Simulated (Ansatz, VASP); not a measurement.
**CdOs in VASP and in Ansatz**

```
CELL_PARAMETERS angstrom
3.36695 0.00000 0.00000
0.00000 3.36695 0.00000
0.00000 0.00000 3.36695
ATOMIC_POSITIONS crystal
Cd 0.00000 0.00000 0.00000
Os 0.50000 0.50000 0.50000
```

Alike in both runs: task relaxation of cell and atoms; functional PBE; k mesh 6 × 6 × 6; occupations gaussian, width 0.1 eV; no spin polarisation.

|  | VASP | Ansatz |
| --- | --- | --- |
| version | VASP 6.6.1 | Ansatz 0.2.0 |
| potentials or method | VASP PAW PBE potentials, release 64 (Cd, Os) | scalar-relativistic, plane waves, PAW |
| plane-wave cutoff (eV) | 600 | 420 |
| valence electrons in the cell | 20 | 36 |

|  | VASP | Ansatz | Ansatz less VASP |
| --- | --- | --- | --- |
| gap on the k mesh at the Fermi level, each at its own relaxed structure (eV) | none | none | - |
| relaxed volume (Å³/atom) | 16.91 | 16.78 | -0.137 |
| relaxed cell length with the largest relative difference (Å) | 3.234 | 3.225 | -0.0088 |
| energy change over the relaxation (meV/atom) | -120 | -132 | -11.8 |

A gap of «none» marks a metal or a gap that the smearing closes. The two sets of potentials don't hold the same shells in valence.

The runs have no spin-orbit coupling, so splittings on Os are missing.
